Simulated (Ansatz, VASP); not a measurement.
# AlN (AlN (P6_3mc)): VASP beside Ansatz, part 2 of 2

Wanted: the spread between two codes on one cell, functional and k mesh. The cell is taken from a series of runs on this material, whose earlier steps may have relaxed, scaled, displaced or heated it; both programs get it as it stands.

VASP 6.6.1 and Ansatz 0.2.0.

So far: The structure; Ansatz: single point, HSE06.

## 3. VASP: single point, HSE06

Level of this step: HSE06; plane waves and PAW (Al, N) (VASP).

The same cell, functional, mesh and smearing now go to VASP, with its own data sets.

Lines of VASP's logs that name or quote its potential files are left out, and so is its time.

The run reads the wave functions of an earlier VASP run, which isn't shown here.

Contents of INCAR:

```
SYSTEM = AlN
PREC = Accurate
ENCUT = 520
EDIFF = 1E-06
NELM = 100
ISMEAR = -1
SIGMA = 0.01
LREAL = .FALSE.
ALGO = Normal
LHFCALC = .TRUE.
AEXX = 0.25
GGA = PE
HFSCREEN = 0.208
LASPH = .TRUE.
NBANDS = 48
PRECFOCK = Fast
LORBIT = 11
LWAVE = .FALSE.
LCHARG = .FALSE.
ISIF = 2
```

Contents of POSCAR:

```
AlN
1.0
    6.2604712000      0.0000000000      0.0000000000
   -3.1302356000      5.4217271000      0.0000000000
    0.0000000000      0.0000000000      5.0180069700
Al N
8 8
Direct
    0.1666666667      0.3333333333      0.9992299880
    0.3333333333      0.1666666667      0.4992299880
    0.1666666667      0.8333333333      0.9992299880
    0.3333333333      0.6666666667      0.4992299880
    0.6666666667      0.3333333333      0.9992299880
    0.8333333333      0.1666666667      0.4992299880
    0.6666666667      0.8333333333      0.9992299880
    0.8333333333      0.6666666667      0.4992299880
    0.1666666667      0.3333333333      0.3807700120
    0.3333333333      0.1666666667      0.8807700120
    0.1666666667      0.8333333333      0.3807700120
    0.3333333333      0.6666666667      0.8807700120
    0.6666666667      0.3333333333      0.3807700120
    0.8333333333      0.1666666667      0.8807700120
    0.6666666667      0.8333333333      0.3807700120
    0.8333333333      0.6666666667      0.8807700120
```

Contents of KPOINTS:

```
Automatic mesh
0
Gamma
1 1 2
0 0 0
```

The projector-augmented-wave data sets are Al and N (PBE family, release 64).

Command:

```
> export OMP_NUM_THREADS=3
> mpirun -np 1 vasp_std
```

Numbers of over 12 decimals in the logs are rounded to 6 here.

The program printed:

```text
[banner, memory and clock lines left out]
running    1 mpi-ranks, on    1 nodes
 distrk:  each k-point on    1 cores,    1 groups
 distr:  one band on    1 cores,    1 groups
 Offloading initialized ...    1 GPUs detected
 POSCAR found type information on POSCAR AlN
 POSCAR found :  2 types and      16 ions
 LDA part: xc-table for (Slater+PW92), standard interpolation
 found WAVECAR, reading the header
 POSCAR, INCAR and KPOINTS ok, starting setup
 FFT: planning ... GRIDC
 FFT: planning ... GRID_SOFT
 FFT: planning ... GRID
 reading WAVECAR
 the WAVECAR file was read successfully
 initial charge from wavefunction
 entering main loop
       N       E                     dE             d eps       ncg     rms          rms(c)
DAV:   1    -0.135270611903E+03   -0.13527E+03   -0.36593E+00   240   0.777E+00    0.224E+01
DAV:   2    -0.135296151330E+03   -0.25539E-01   -0.87379E-02   208   0.139E+00    0.155E+01
DAV:   3    -0.135292295234E+03    0.38561E-02   -0.14626E-03   216   0.194E-01    0.949E+00
DAV:   4    -0.135290713643E+03    0.15816E-02   -0.49488E-04   216   0.897E-02    0.563E+00
DAV:   5    -0.135290219962E+03    0.49368E-03   -0.15917E-04   224   0.517E-02    0.330E+00
DAV:   6    -0.135290053623E+03    0.16634E-03   -0.42517E-05   208   0.323E-02    0.191E+00
DAV:   7    -0.135290001728E+03    0.51895E-04   -0.14957E-05   248   0.197E-02    0.110E+00
DAV:   8    -0.135289984653E+03    0.17075E-04   -0.52098E-06   208   0.123E-02    0.637E-01
DAV:   9    -0.135289980229E+03    0.44236E-05   -0.17488E-06   152   0.722E-03    0.374E-01
DAV:  10    -0.135289979182E+03    0.10473E-05   -0.10820E-06   120   0.546E-03    0.214E-01
DAV:  11    -0.135289979259E+03   -0.76831E-07   -0.41957E-07   128   0.315E-03
   1 F= -.13528998E+03 E0= -.13528998E+03  d E =-.104743E-10
```

Parts of OUTCAR (step 3):

```text
ion  position               nearest neighbor table
   1  0.167  0.333  0.999-  10 1.90  14 1.90  12 1.90   9 1.91   2 3.09   2 3.09   6 3.09   6 3.09
                             4 3.09   4 3.09   5 3.13   5 3.13   3 3.13   3 3.13   7 3.13   7 3.13
   2  0.333  0.167  0.499-   9 1.90  13 1.90  11 1.90  10 1.91   1 3.09   1 3.09   5 3.09   5 3.09
                             3 3.09   3 3.09   6 3.13   6 3.13   4 3.13   4 3.13   8 3.13   8 3.13
   3  0.167  0.833  0.999-  12 1.90  16 1.90  10 1.90  11 1.91   4 3.09   4 3.09   8 3.09   8 3.09
                             2 3.09   2 3.09   7 3.13   7 3.13   1 3.13   1 3.13   5 3.13   5 3.13
   4  0.333  0.667  0.499-  11 1.90  15 1.90   9 1.90  12 1.91   3 3.09   3 3.09   7 3.09   7 3.09
                             1 3.09   1 3.09   8 3.13   8 3.13   2 3.13   2 3.13   6 3.13   6 3.13
   5  0.667  0.333  0.999-  14 1.90  10 1.90  16 1.90  13 1.91   6 3.09   6 3.09   2 3.09   2 3.09
                             8 3.09   8 3.09   1 3.13   1 3.13   7 3.13   7 3.13   3 3.13   3 3.13
   6  0.833  0.167  0.499-  13 1.90   9 1.90  15 1.90  14 1.91   5 3.09   5 3.09   1 3.09   1 3.09
                             7 3.09   7 3.09   2 3.13   2 3.13   4 3.13   8 3.13   8 3.13   4 3.13
   7  0.667  0.833  0.999-  16 1.90  12 1.90  14 1.90  15 1.91   8 3.09   8 3.09   4 3.09   4 3.09
                             6 3.09   6 3.09   3 3.13   3 3.13   1 3.13   5 3.13   5 3.13   1 3.13
   8  0.833  0.667  0.499-  15 1.90  11 1.90  13 1.90  16 1.91   7 3.09   7 3.09   3 3.09   3 3.09
                             5 3.09   5 3.09   4 3.13   4 3.13   6 3.13   6 3.13   2 3.13   2 3.13
   9  0.167  0.333  0.381-   2 1.90   6 1.90   4 1.90   1 1.91
  10  0.333  0.167  0.881-   1 1.90   5 1.90   3 1.90   2 1.91
  11  0.167  0.833  0.381-   4 1.90   8 1.90   2 1.90   3 1.91
  12  0.333  0.667  0.881-   3 1.90   7 1.90   1 1.90   4 1.91
  13  0.667  0.333  0.381-   6 1.90   2 1.90   8 1.90   5 1.91
  14  0.833  0.167  0.881-   5 1.90   1 1.90   7 1.90   6 1.91
  15  0.667  0.833  0.381-   8 1.90   4 1.90   6 1.90   7 1.91
  16  0.833  0.667  0.881-   7 1.90   3 1.90   5 1.90   8 1.91

  LATTYP: Found a hexagonal cell.
 ALAT       =     6.2604712000
 C/A-ratio  =     0.8015382245

 Subroutine GETGRP returns: Found 12 space group operations
 (whereof  6 operations were pure point group operations)

The static configuration has the point symmetry C_3v.
 The point group associated with its full space group is C_6v.

 Found      2 irreducible k-points:

   k-points           NKPTS =      2   k-points in BZ     NKDIM =      2   number of bands    NBANDS=     48

   dimension x,y,z NGX =    48 NGY =   48 NGZ =   40
   dimension x,y,z NGXF=    96 NGYF=   96 NGZF=   80

   ENCUT  =  520.0 eV  38.22 Ry    6.18 a.u.  11.64 11.64  9.33*2*pi/ulx,y,z

   NELECT =      64.0000    total number of electrons

 k-points in reciprocal lattice and weights: Automatic mesh
   0.00000000  0.00000000  0.00000000       0.500
   0.00000000  0.00000000  0.50000000       0.500

  exchange ACFDT corr.  =         0.00000000  see jH, gK, PRB 81, 115126

 average (electrostatic) potential at core
       1 -68.0439       2 -68.0439       3 -68.0439       4 -68.0439       5 -68.0439
       6 -68.0439       7 -68.0439       8 -68.0439       9 -54.7024      10 -54.7024
      11 -54.7024      12 -54.7024      13 -54.7024      14 -54.7024      15 -54.7024
      16 -54.7024

 E-fermi :   5.5526

 k-point     1 :       0.0000    0.0000    0.0000
  band No.  band energies     occupation
    ...
     28       4.3946      2.00000
     29       4.3946      2.00000
     30       4.9034      2.00000
     31       4.9035      2.00000
     32       5.3137      2.00000
     33      10.6685      0.00000
     34      12.2733      0.00000
     35      12.2733      0.00000
     36      12.2733      0.00000
     37      12.3136      0.00000
    ...

 k-point     2 :       0.0000    0.0000    0.5000
  band No.  band energies     occupation
    ...
     28       3.7865      2.00000
     29       4.5250      2.00000
     30       4.5250      2.00000
     31       4.5251      2.00000
     32       4.5251      2.00000
     33      11.7429      0.00000
     34      11.7429      0.00000
     35      11.7429      0.00000
     36      11.7429      0.00000
     37      11.7429      0.00000
    ...

  Total       -0.8167047     -0.8167047    -13.1787650     -0.0000000      0.0000000      0.0000000
  in kB       -7.6824492     -7.6824492   -123.9679335     -0.0000000      0.0000000      0.0000000
  external PRESSURE =     -46.4442773 kB  Pullay stress =       0.0000000 kB

  energy-cutoff  :      520.00
  volume of cell :      170.32
      direct lattice vectors                 reciprocal lattice vectors
     6.260471200  0.000000000  0.000000000     0.159732386  0.092221536 -0.000000000
    -3.130235600  5.421727100  0.000000000     0.000000000  0.184443072  0.000000000
     0.000000000  0.000000000  5.018006970     0.000000000 -0.000000000  0.199282306

 POSITION                                       TOTAL-FORCE (eV/Angst)
 -----------------------------------------------------------------------------------
      0.00000      1.80724      5.01414        -0.000000      0.000000     -0.330568
      1.56512      0.90362      2.50514         0.000000     -0.000000     -0.330568
     -1.56512      4.51811      5.01414        -0.000000      0.000000     -0.330568
     -0.00000      3.61448      2.50514         0.000000      0.000000     -0.330568
      3.13024      1.80724      5.01414        -0.000000      0.000000     -0.330568
      4.69535      0.90362      2.50514         0.000000     -0.000000     -0.330568
      1.56512      4.51811      5.01414        -0.000000      0.000000     -0.330568
      3.13024      3.61448      2.50514         0.000000     -0.000000     -0.330568
      0.00000      1.80724      1.91071        -0.000000     -0.000000      0.330568
      1.56512      0.90362      4.41971         0.000000     -0.000000      0.330568
     -1.56512      4.51811      1.91071        -0.000000     -0.000000      0.330568
     -0.00000      3.61448      4.41971         0.000000     -0.000000      0.330568
      3.13024      1.80724      1.91071        -0.000000     -0.000000      0.330568
      4.69535      0.90362      4.41971         0.000000      0.000000      0.330568
      1.56512      4.51811      1.91071        -0.000000     -0.000000      0.330568
      3.13024      3.61448      4.41971         0.000000      0.000000      0.330568
 -----------------------------------------------------------------------------------
    total drift:                               -0.000000     -0.000000      0.016744

  FREE ENERGIE OF THE ION-ELECTRON SYSTEM (eV)
  ---------------------------------------------------
  free  energy   TOTEN  =      -135.2899792590 eV

  energy  without entropy=     -135.2899792590  energy(sigma->0) =     -135.28997926

 total charge
# of ion       s       p       d       tot
------------------------------------------
    1        0.388   0.452   0.000   0.840
    2        0.388   0.452   0.000   0.840
    3        0.388   0.452   0.000   0.840
    4        0.388   0.452   0.000   0.840
    5        0.388   0.452   0.000   0.840
    6        0.388   0.452   0.000   0.840
    7        0.388   0.452   0.000   0.840
    8        0.388   0.452   0.000   0.840
    9        1.195   2.688   0.000   3.883
   10        1.195   2.688   0.000   3.883
   11        1.195   2.688   0.000   3.883
   12        1.195   2.688   0.000   3.883
   13        1.195   2.688   0.000   3.883
   14        1.195   2.688   0.000   3.883
   15        1.195   2.688   0.000   3.883
   16        1.195   2.688   0.000   3.883
--------------------------------------------------
tot         12.662  25.122   0.000  37.784
```

The run ends at a pressure of -4.64 GPa, with forces up to 0.33 eV/Å.

## 4. Comparison

Known differences besides the potentials themselves: exact exchange at q = 0 is treated differently, which shows on coarse meshes; VASP keeps PBE cores, Ansatz makes them for the functional; the cutoff is 420 eV in Ansatz and 520 eV in VASP; VASP takes a coarser grid for exact exchange (PRECFOCK = Fast). Total energies have different zeros and are not compared.

Both answers:

```
              quantity  Ansatz   VASP  difference
gap on the k mesh (eV)   5.340  5.355      -0.014
```

Forces on 7 of the 16 atoms, those with the largest forces and the largest differences (eV/Å; atoms numbered as in POSCAR):

```
atom        Ansatz x, y, z          VASP x, y, z
 Al1  0.000, 0.000, -0.338  0.000, 0.000, -0.331
 Al2  0.000, 0.000, -0.338  0.000, 0.000, -0.331
 Al3  0.000, 0.000, -0.338  0.000, 0.000, -0.331
 Al4  0.000, 0.000, -0.338  0.000, 0.000, -0.331
 Al5  0.000, 0.000, -0.338  0.000, 0.000, -0.331
 Al7  0.000, 0.000, -0.338  0.000, 0.000, -0.331
 Al8  0.000, 0.000, -0.338  0.000, 0.000, -0.331
```

The forces differ by 4.2 meV/Å r.m.s., which is 2.2 % of the r.m.s. force of 0.191 eV/Å (both taken over all components). A gap on the mesh is an upper bound, since the band edges may lie between its points.

## 5. Summary of results

* r.m.s. force difference (single point, HSE06): 4.2 meV/Å

The r.m.s. force difference is 4.2 meV/Å (single point, HSE06), within the 12 meV/Å picked in this series as the mark of a large difference. Such differences can come from data sets, numerical settings and the points named under the comparisons, not from the functional's error against experiment.

[Lines on the potential files, build, host, timing and source positions are cut from VASP's logs without a mark.]

[Logs are printed without paths, hosts, clocks, repeated set-up lines and the standing remarks that a program may print on its own settings, such as how far it seeks lower states.]

[Hosts, paths, dates, database ids (printed as entryN), source tags and the programs' standing remarks are cut or masked in the printed files.]
